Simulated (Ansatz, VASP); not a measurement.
**Na3SeBr (antiperovskite type (invented)) in two plane-wave programs**

Aim: how closely do two programs agree when they are given the same cell, functional and k mesh? The cell is generated by rule, not measured, and may not be a known phase. The two relaxations start from unlike cells of this crystal (the structure described is Ansatz's start), so only their ends are compared.

Calculated with Ansatz 0.2.0; plane waves, with VASP 6.6.1 beside it; relaxation of cell and atoms at LDA.

### 1. The structure

It takes space group Pm-3m (No. 221, cubic). Conventional cell: a = 6.000 Å, b = 6.000 Å, c = 6.000 Å, α = 90.00°, β = 90.00°, γ = 90.00°. Br has 12 Na at 4.24 Å nearest. Se has 6 Na at 3.00 Å nearest. Nearest to Na lie 2 Se at 3.00 Å. Farther neighbours and most contacts between anions are not listed.

As a file:

```cif
data_structure
_symmetry_space_group_name_H-M 'P 1'
_symmetry_Int_Tables_number 1
_cell_length_a 6.0000
_cell_length_b 6.0000
_cell_length_c 6.0000
_cell_angle_alpha 90.000
_cell_angle_beta 90.000
_cell_angle_gamma 90.000
_cell_volume 216.00
loop_
_atom_site_label
_atom_site_type_symbol
_atom_site_fract_x
_atom_site_fract_y
_atom_site_fract_z
_atom_site_occupancy
Br1 Br 0.00000 0.00000 0.00000 1
Se2 Se 0.50000 0.50000 0.50000 1
Na3 Na 0.50000 0.50000 0.00000 1
Na4 Na 0.50000 0.00000 0.50000 1
Na5 Na 0.00000 0.50000 0.50000 1
```

### 2. VASP: relaxation of cell and atoms, LDA

The relaxed volume is the usual yardstick between codes: in a stiff, nearly cubic crystal its relative difference is about their pressure difference at one cell divided by the bulk modulus.

Lines of VASP's logs that name or quote its potential files are left out, and so is its time.

The input, INCAR:

```
SYSTEM = Na3SeBr
PREC = Accurate
ENCUT = 500
EDIFF = 1E-07
NELM = 120
ISMEAR = 0
SIGMA = 0.02
LREAL = .FALSE.
ALGO = Normal
GGA = CA
NBANDS = 23
LORBIT = 11
LWAVE = .FALSE.
LCHARG = .FALSE.
ISIF = 3
IBRION = 2
NSW = 80
EDIFFG = -0.005
LASPH = .TRUE.
GGA_COMPAT = .FALSE.
NELMIN = 4
EFERMI = MIDGAP
KPAR = 2
```

The input, POSCAR:

```
Na3SeBr
1.0
    5.2878236523      0.0000000000      0.0000000000
    0.0000000000      5.2878236523      0.0000000000
    0.0000000000      0.0000000000      5.2878236523
Br Se Na
1 1 3
Direct
    0.0000000000      0.0000000000      0.0000000000
    0.5000000000      0.5000000000      0.5000000000
    0.5000000000      0.5000000000      0.0000000000
    0.5000000000      0.0000000000      0.5000000000
    0.0000000000      0.5000000000      0.5000000000
```

The input, KPOINTS:

```
Automatic mesh
0
Gamma
6 6 6
0 0 0
```

The projector-augmented-wave data sets are Br, Se and Na_pv (LDA family, release 64).

Command:

```sh
$ mpirun -np 2 vasp_std
```

Numbers of over 12 decimals in the logs are rounded to 6 here.

The log of the run:

```text
[banner, memory and clock lines left out]
running    2 mpi-ranks, on    1 nodes
 distrk:  each k-point on    1 cores,    2 groups
 distr:  one band on    1 cores,    1 groups

 POSCAR found type information on POSCAR BrSeNa
 POSCAR found :  3 types and       5 ions
 LDA part: xc-table for (Slater(with rela. corr.)+CA(PZ))
 , standard interpolation
 POSCAR, INCAR and KPOINTS ok, starting setup
 FFT: planning ... GRIDC
 FFT: planning ... GRID_SOFT
 FFT: planning ... GRID
 WAVECAR not read
 entering main loop
       N       E                     dE             d eps       ncg     rms          rms(c)
DAV:   1     0.279230465793E+03    0.27923E+03   -0.16283E+04   920   0.138E+03
DAV:   2     0.108124552191E+02   -0.26842E+03   -0.25862E+03   997   0.359E+02
DAV:   3    -0.164574737892E+02   -0.27270E+02   -0.27033E+02  1146   0.117E+02
DAV:   4    -0.172655753527E+02   -0.80810E+00   -0.80682E+00  1018   0.204E+01
DAV:   5    -0.172806057496E+02   -0.15030E-01   -0.15029E-01  1067   0.294E+00    0.378E+00
DAV:   6    -0.162327086193E+02    0.10479E+01   -0.14352E+00  1021   0.571E+00    0.210E+00
DAV:   7    -0.160805790037E+02    0.15213E+00   -0.57664E-01  1136   0.329E+00    0.127E+00
DAV:   8    -0.160747031011E+02    0.58759E-02   -0.56902E-02  1070   0.151E+00    0.309E-01
DAV:   9    -0.160725096655E+02    0.21934E-02   -0.75106E-03  1055   0.538E-01    0.213E-01
DAV:  10    -0.160728758911E+02   -0.36623E-03   -0.11277E-03  1131   0.190E-01    0.692E-02
DAV:  11    -0.160728650927E+02    0.10798E-04   -0.12700E-04  1004   0.731E-02    0.971E-03
DAV:  12    -0.160728664318E+02   -0.13391E-05   -0.71337E-06  1211   0.270E-02    0.635E-03
DAV:  13    -0.160728666272E+02   -0.19532E-06   -0.12763E-06   826   0.737E-03    0.159E-03
DAV:  14    -0.160728666460E+02   -0.18803E-07   -0.18391E-07   842   0.310E-03
   1 F= -.16072867E+02 E0= -.16072867E+02  d E =-.160729E+02
 curvature:   0.00 expect dE= 0.000E+00 dE for cont linesearch  0.000E+00
 trial: gam= 0.00000 g(F)=  0.000E+00 g(S)=  0.321E-04 ort = 0.000E+00 (trialstep = 0.100E+01)
 search vector abs. value=  0.321E-04
 bond charge predicted
       N       E                     dE             d eps       ncg     rms          rms(c)
DAV:   1    -0.160730683033E+02   -0.20168E-03   -0.42006E-03  1081   0.803E-01    0.781E-02
DAV:   2    -0.160729244209E+02    0.14388E-03   -0.21226E-04  1046   0.128E-01    0.368E-02
DAV:   3    -0.160728918648E+02    0.32556E-04   -0.65534E-05  1123   0.734E-02    0.131E-02
DAV:   4    -0.160728881789E+02    0.36859E-05   -0.26529E-06   955   0.123E-02    0.342E-03
DAV:   5    -0.160728879709E+02    0.20803E-06   -0.22291E-07   802   0.318E-03    0.127E-03
DAV:   6    -0.160728879624E+02    0.84656E-08   -0.18991E-08   502   0.178E-03
   2 F= -.16072888E+02 E0= -.16072888E+02  d E =-.213164E-04
 trial-energy change:   -0.000021  1 .order   -0.000021   -0.000032   -0.000010
 step:   1.3680(harm=  1.4273)  dis= 0.00000  next Energy=   -16.072890 (dE=-0.231E-04)
 reached required accuracy - stopping structural energy minimisation
```

Parts of OUTCAR (step 2):

```text
ion  position               nearest neighbor table
   1  0.000  0.000  0.000-
   2  0.500  0.500  0.500-   3 2.64   4 2.64   5 2.64   3 2.64   4 2.64   5 2.64
   3  0.500  0.500  0.000-   2 2.64   2 2.64
   4  0.500  0.000  0.500-   2 2.64   2 2.64
   5  0.000  0.500  0.500-   2 2.64   2 2.64

  LATTYP: Found a simple cubic cell.
 ALAT       =     5.2878236523

 Subroutine GETGRP returns: Found 48 space group operations
 (whereof 48 operations were pure point group operations)

The static configuration has the point symmetry O_h .

 Found     20 irreducible k-points:

   k-points           NKPTS =     20   k-points in BZ     NKDIM =     20   number of bands    NBANDS=     23

   dimension x,y,z NGX =    40 NGY =   40 NGZ =   40
   dimension x,y,z NGXF=    80 NGYF=   80 NGZF=   80

   ENCUT  =  500.0 eV  36.75 Ry    6.06 a.u.   9.64  9.64  9.64*2*pi/ulx,y,z

   NELECT =      34.0000    total number of electrons

 k-points in reciprocal lattice and weights: Automatic mesh
   0.00000000  0.00000000  0.00000000       0.005
   0.16666667  0.00000000  0.00000000       0.028
   0.33333333  0.00000000  0.00000000       0.028
   0.50000000  0.00000000  0.00000000       0.014
   0.16666667  0.16666667  0.00000000       0.056
   0.33333333  0.16666667  0.00000000       0.111
   0.50000000  0.16666667  0.00000000       0.056
   0.33333333  0.33333333  0.00000000       0.056
   0.50000000  0.33333333  0.00000000       0.056
[...]
0.50000000  0.50000000  0.33333333       0.028
   0.50000000  0.50000000  0.50000000       0.005

 average (electrostatic) potential at core
       1 -70.6714       2 -62.5123       3 -47.5938       4 -47.5938       5 -47.5938

 E-fermi :   0.2122

 k-point     1 :       0.0000    0.0000    0.0000
  band No.  band energies     occupation
    ...
     13      -2.1114      2.00000
     14      -2.1114      2.00000
     15      -0.9063      2.00000
     16      -0.9063      2.00000
     17      -0.9063      2.00000
     18       1.3307      0.00000
     19       3.9556      0.00000
     20       3.9556      0.00000
     21       6.8755      0.00000
     22       6.8755      0.00000
    ...

 k-point     2 :       0.1667    0.0000    0.0000
  band No.  band energies     occupation
    ...
     13      -2.0683      2.00000
     14      -2.0683      2.00000
     15      -1.2138      2.00000
     16      -0.9568      2.00000
     17      -0.9568      2.00000
     18       1.7961      0.00000
     19       4.1034      0.00000
     20       4.2282      0.00000
     21       6.6058      0.00000
     22       6.6058      0.00000
    ...

 k-point     3 :       0.3333    0.0000    0.0000
  band No.  band energies     occupation
    ...
     13      -1.9669      2.00000
     14      -1.9669      2.00000
     15      -1.6894      2.00000
     16      -1.0736      2.00000
     17      -1.0736      2.00000
     18       2.7636      0.00000
     19       4.4748      0.00000
     20       4.5312      0.00000
     21       6.3120      0.00000
     22       6.3120      0.00000
    ...

  Total       -0.0099745     -0.0099745     -0.0099745     -0.0000000     -0.0000000     -0.0000000
  in kB       -0.1081908     -0.1081908     -0.1081908     -0.0000000     -0.0000000     -0.0000000
  external PRESSURE =      -0.1081908 kB  Pullay stress =       0.0000000 kB

  energy-cutoff  :      500.00
  volume of cell :      147.71
      direct lattice vectors                 reciprocal lattice vectors
     5.286123838 -0.000000000 -0.000000000     0.189174531  0.000000000 -0.000000000
    -0.000000000  5.286123838 -0.000000000     0.000000000  0.189174531  0.000000000
     0.000000000 -0.000000000  5.286123838     0.000000000  0.000000000  0.189174531

 POSITION                                       TOTAL-FORCE (eV/Angst)
 -----------------------------------------------------------------------------------
      0.00000      0.00000      0.00000         0.000000     -0.000000      0.000000
      2.64306      2.64306      2.64306         0.000000     -0.000000      0.000000
      2.64306      2.64306     -0.00000         0.000000     -0.000000      0.000000
      2.64306     -0.00000      2.64306         0.000000      0.000000      0.000000
     -0.00000      2.64306      2.64306        -0.000000      0.000000      0.000000
 -----------------------------------------------------------------------------------
    total drift:                               -0.000000      0.000000     -0.000000

  FREE ENERGIE OF THE ION-ELECTRON SYSTEM (eV)
  ---------------------------------------------------
  free  energy   TOTEN  =       -16.0728879624 eV

  energy  without entropy=      -16.0728879624  energy(sigma->0) =      -16.07288796

 reached required accuracy - stopping structural energy minimisation

 total charge
# of ion       s       p       d       tot
------------------------------------------
    1        1.605   3.219   0.001   4.826
    2        1.434   2.523   0.001   3.959
    3        0.072   5.986   0.000   6.058
    4        0.072   5.986   0.000   6.058
    5        0.072   5.986   0.000   6.058
--------------------------------------------------
tot          3.256  23.701   0.003  26.960

[... 3 further parts left out ...]
```

### 3. Ansatz: relaxation of cell and atoms, LDA

Ansatz runs on its default PAW (the set named soft_2) files.

Its own start cell and the same functional (in two slightly different forms), mesh and smearing now go to Ansatz, which takes its cutoff from its data sets.

The input, input.yaml:

```yaml
crystal:
  lattice:
    - [6.0, 0.0, 0.0]
    - [0.0, 6.0, 0.0]
    - [0.0, 0.0, 6.0]
  atoms:
    - { symbol: Br, position: [0.0, 0.0, 0.0] }
    - { symbol: Se, position: [0.5, 0.5, 0.5] }
    - { symbol: Na, position: [0.5, 0.5, 0.0] }
    - { symbol: Na, position: [0.5, 0.0, 0.5] }
    - { symbol: Na, position: [0.0, 0.5, 0.5] }
kpoints:
  mp_grid: { grid: [6, 6, 6] }
hamiltonian:
  xc: lda
scf:
  occupations: { method: gaussian, width: 0.02 }
output:
  forces: true
  stress: true
  eigenvalues: true
  write_density: true
  write_potential: true
  elf: true
  volumetric_format: npy
relax:
  adjacent_minimum: "off"
  f_tol: 0.005
  max_steps: 80
  cell: { stress_tol: 0.05 }
```

Command:

```sh
$ ansatz run input.yaml --threads 4 --pin off --max-ram 9216MiB --backend cpu --events-out ev --progress --plain --runs-dir out
```

The log of the run:

```text
Engine: ansatz 0.2.0, aarch64-unknown-linux-gnu
Pseudopotentials: kind: paw
Pseudopotential: Br, paw, valence charge 7, recommended cutoff 420 eV (normal), Br.paw.azcp
Pseudopotential: Se, paw, valence charge 16, recommended cutoff 420 eV (normal), Se.paw.azcp
Pseudopotential: Na, paw, valence charge 9, recommended cutoff 420 eV (normal), Na.paw.azcp
Functional definition: SPW92
  exchange = slater_x
  correlation = pw_c
Crystal: 5 atoms, lattice volume = 216.000 Å³
Basis set: ecut = 420 eV, 4169 PW (Γ)
Bands: 30, of which v1, the nominal top of the filled ones, is band 25 counted from 1 (24 counted from 0)
Symmetry: 48 space group operations
Space group: Pm-3m (ITA 221), of the structure as read, at distance tolerance 6.0e-5 Å
k-points: 20 of 216
Non-local potential: Br, projectors of the file, l = 0: 2, l = 1: 2, l = 2: 2
Non-local potential: Se, projectors of the file, l = 0: 2, l = 1: 2, l = 2: 3, l = 3: 1
Non-local potential: Na, projectors of the file, l = 0: 3, l = 1: 2, l = 2: 1
PAW form: soft (Blöchl's): semilocal exchange-correlation on the pseudo side does not see the compensation charge
PAW frozen core: Br, regenerated for the run's functional, and the local potential with it (the file was generated under x = pbe(κ = 0.804, μ = 0.219515), c = pbe(β = 0.066725))
PAW frozen core: Se, regenerated for the run's functional, and the local potential with it (the file was generated under x = pbe(κ = 0.804, μ = 0.219515), c = pbe(β = 0.066725))
PAW frozen core: Na, regenerated for the run's functional, and the local potential with it (the file was generated under x = pbe(κ = 0.804, μ = 0.219515), c = pbe(β = 0.066725))
PAW one-centre angular grid: Br, 110 points (default); XC on 64 Gauss nodes
PAW one-centre angular grid: Se, 590 points (default); XC on 64 Gauss nodes
PAW one-centre angular grid: Na, 110 points (default); XC on 64 Gauss nodes
Initial density: superposition of atomic densities (neutral atoms: chi_scale 0, normalization atom), corrected by the library's trained network
Initial wavefunctions: pseudopotential atomic-orbital guess
Functional: x = slater, c = lda
SCF iter   1: F=—  HF=-12481.350724 eV  |F-HF|=—  |Δ(HF+E_count)|=         —  Δρ=5.00e-3  dr2=3.17e-2  ethr=1.77e-3  ⟨swp⟩=7.2  Hψ=2473  notcnv=0
preconditioner: auto → Resta (q_TF=auto, 2.138 Å⁻¹)  ε∞=2.6  [insulator: Δε(μ)=1.865 eV  Ē_g=8.002 eV  σ=0.020 eV  W_gap=1.00  n_scr=32 (ndim 8)  ℏωp=10.1 eV  f_vac=0.327  D(μ)=0.00/eV (n_scr^D=0)  ε∞_Penn≈2.6]
SCF iter   2: F=—  HF=-12481.336050 eV  |F-HF|=—  |Δ(HF+E_count)|=   1.47e-2  Δρ=1.36e-3  dr2=2.28e-3  ethr=6.34e-5  ⟨swp⟩=2.3  Hψ=1346  notcnv=0  defer=20
SCF iter   3: F=—  HF=-12481.335538 eV  |F-HF|=—  |Δ(HF+E_count)|=   5.11e-4  Δρ=5.16e-4  dr2=4.29e-4  ethr=4.56e-6  ⟨swp⟩=2.0  Hψ=824  notcnv=0  defer=20
SCF iter   4: F=—  HF=-12481.335506 eV  |F-HF|=—  |Δ(HF+E_count)|=   3.28e-5  Δρ=1.22e-4  dr2=5.30e-5  ethr=8.57e-7  ⟨swp⟩=2.1  Hψ=1019  notcnv=0  defer=20
SCF iter   5: F=—  HF=-12481.335463 eV  |F-HF|=—  |Δ(HF+E_count)|=   4.29e-5  Δρ=2.33e-5  dr2=1.18e-6  ethr=1.06e-7  ⟨swp⟩=2.0  Hψ=1020  notcnv=0  defer=20
SCF iter   6: F=-12481.335463 eV  HF=-12481.335463 eV  |F-HF|=3.26e-8  |Δ(HF+E_count)|=   4.56e-7  Δρ=5.90e-6  dr2=9.34e-8  ethr=2.00e-10  ⟨swp⟩=13.9  Hψ=4253  notcnv=0
SCF 1 converged in 6 iterations: F = -12481.335463 eV  dr2 = 9.34e-8
  greatest PAW one-centre occupation: 1.000 electrons in one spin orbital (limit 2), on the Se atom at site 1 (counted from 0), in its partial waves of l = 2
relax step   1: F+E_penalty+E_count = -12481.33546327 eV  Δ(F+E_penalty+E_count) = +0.000e0 eV  max|allowed force component| = 5.408e-29 eV/Å  Δτ_max = 0.0000 Å  P = -3.372 GPa  Ω = 216.000 Å³  (6 SCF iters, dr2 threshold 1.00e-7 eV, accepted)
[...]
relax step   5: F+E_penalty+E_count = -12482.34877162 eV  Δ(F+E_penalty+E_count) = -7.485e-3 eV  max|allowed force component| = 1.168e-29 eV/Å  Δτ_max = 0.0000 Å  P = -0.142 GPa  Ω = 148.493 Å³  energy of the carried Pulay correction = +3.461e-3 eV  (6 SCF iters, dr2 threshold 5.00e-7 eV, accepted)
[...]
relax step   6: F+E_penalty+E_count = -12482.34929727 eV  Δ(F+E_penalty+E_count) = -5.257e-4 eV  max|allowed force component| = 7.258e-30 eV/Å  Δτ_max = 0.0000 Å  P = -0.013 GPa  Ω = 147.533 Å³  energy of the carried Pulay correction = +3.519e-3 eV  (6 SCF iters, dr2 threshold 5.03e-8 eV, accepted)
[...]
relax step   7: F+E_penalty+E_count = -12482.34603963 eV  Δ(F+E_penalty+E_count) = +3.258e-3 eV  max|allowed force component| = 2.670e-29 eV/Å  Δτ_max = 0.0000 Å  P = -0.020 GPa  Ω = 147.533 Å³  stress off target by 2.01e-2 GPa  SCF on the basis re-selected at this cell (its energy is not comparable with the rows above)  (6 SCF iters)
basis re-selected at this cell: Δ(F+E_penalty+E_count) = +3.258e-3 eV, ΔP = -0.007 GPa vs the last step (what re-selecting the basis moved, of the pressure what is left beyond the Pulay correction that the steps carried, after the strain that the cell walked since its last selection, with what the two solves' SCF thresholds leave and, on support functions, any second-order correction that the steps lacked; it is no measure of the basis error at this ecutwfc). The dense FFT grid was sized anew with the basis: this SCF ran on 36×36×36 points, the steps before it on 45×45×45, so part of this shift can come from that change (see relax.cell in the input reference). [rest of the remark cut]
SCF converged after 6 iterations
Free energy (F): -12482.346040 eV
Harris-Foulkes:  -12482.346040 eV  (|F-HF|=5.46e-12)
Internal energy: -12482.346040 eV  (E = F + TS)
E sigma→0 (E₀):  -12482.346040 eV
Fermi energy:    2.385392 eV
--- Per-component energies (eV) ---
  E_band       = -1143.512843
  E_kinetic    = 617.684144
  E_local      = -7821.128136  (includes V_loc(G=0)·N_el)
  E_nonlocal   = -168.536708
  E_hartree    = 3250.110144
  E_xc         = -480.527747
  E_vxc        = -353.963376  (∫ρ·V_xc dr)
  E_paw        = -4720.734513  (= ΣΔE_a)
  E_vpaw       = 82.211264  (= ΣTr[D̂ρ^β])
  E_aug_tail   = -0.000603  (compensation charges beyond the density's cutoff)
  E_ewald      = -3162.059165
  E_core_change = 2.846544  (= ΣΔE_core)
  E_smearing   = -0.000000  (= −TS)
  E_closure    = -0.000000  (closes the sum)
  Σ components = -12482.346040   (vs F -12482.346040, Δ=0.00e0)
--- Forces (eV/Å), atoms counted from 1 ---
  atom   1  Br    -0.00000000     0.00000000     0.00000000
  atom   2  Se    -0.00000000     0.00000000     0.00000000
  atom   3  Na     0.00000000     0.00000000    -0.00000000
  atom   4  Na    -0.00000000     0.00000000    -0.00000000
  atom   5  Na     0.00000000     0.00000000    -0.00000000
  max |Σ_I F_I| component: 1.50e-29 eV/Å
--- Stress (GPa, compression-positive) ---
       -0.020059       0.000000       0.000000
        0.000000      -0.020059      -0.000000
        0.000000      -0.000000      -0.020059
  P = ⅓ Tr σ = -0.0201 GPa (-0.201 kbar)
--- Band table (eV; the first three rows and the last of 20) ---
  k-point 0: bands = [... 21 lower, 0.0656, 1.2677, 1.2677, 1.2677, 3.5029, 6.1386, 6.1386, 9.0673, ... 1 higher]
  k-point 1: bands = [... 21 lower, 0.1089, 0.9606, 1.2171, 1.2171, 3.9689, 6.2866, 6.4111, 8.7964, ... 1 higher]
  k-point 2: bands = [... 21 lower, 0.2108, 0.4861, 1.1001, 1.1001, 4.9377, 6.6549, 6.7149, 8.5014, ... 1 higher]
  k-point 19: bands = [... 21 lower, -0.0536, 0.4389, 0.4389, 0.4389, 7.0501, 7.0501, 7.0501, 7.9909, ... 1 higher]
--- Relaxed structure (6 steps of the walk, 6 accepted, 1 SCFs on fresh bases) ---
  F+E_penalty+E_count = -12482.34603963 eV   max|allowed force component| = 2.670e-29 eV/Å   (the final SCF, on the basis selected at the relaxed cell)
  cell:  # Å, volume = 147.5327 Å³
    - [5.283999, 0, 0]
    - [0, 5.283999, 0]
    - [0, 0, 5.283999]
  atoms:
    - { symbol: Br, position: [0, 0, 0] }
    - { symbol: Se, position: [0.5, 0.5, 0.5] }
    - { symbol: Na, position: [0.5, 0.5, 0] }
    - { symbol: Na, position: [0.5, 0, 0.5] }
    - { symbol: Na, position: [0, 0.5, 0.5] }
```

The column dr2 measures how far the density is from self-consistency, as an energy; F and HF (Harris–Foulkes) agree once it is small.

### 4. Comparison

Known differences besides the potentials themselves: the two LDA forms differ slightly; the data sets hold 50 valence electrons in Ansatz (on its default PAW (the set named soft_2) files) and 34 in VASP; the cutoff is 420 eV in Ansatz and 500 eV in VASP; VASP's log shows a relativistic correction to its local exchange, Ansatz's none; Ansatz adds a Pulay correction to the stress that steers its cell, VASP none. Total energies have different zeros and are not compared.

The two programs side by side:

| quantity | Ansatz | VASP | difference |
| --- | --- | --- | --- |
| volume (Å³) | 147.53 | 147.71 | -0.12 % |
| edge a after relaxation, in the typed setting (Å) | 5.284 | 5.286 | -0.04 % |

### 5. Summary of results

- difference in volume (relaxation of cell and atoms, LDA): -0.12 %

The difference in volume is -0.12 % (relaxation of cell and atoms, LDA), within the 1.2 % picked in this series as the mark of a large difference, as far as the stopping tolerances let one tell. The data sets hold unlike numbers of valence electrons (50 in Ansatz and 34 in VASP), so part of the differences comes from the potentials. 1 further run of this series is not shown here. How closely two codes agree says nothing of how well the functional describes the real material.

[Lines on the potential files, build, host, timing and source positions are cut from VASP's logs without a mark.]

[Logs are printed without paths, hosts, clocks, repeated set-up lines and the standing remarks that a program may print on its own settings, such as how far it seeks lower states.]

[Hosts, paths, dates, database ids (printed as entryN), source tags and the programs' standing remarks are cut or masked in the printed files.]
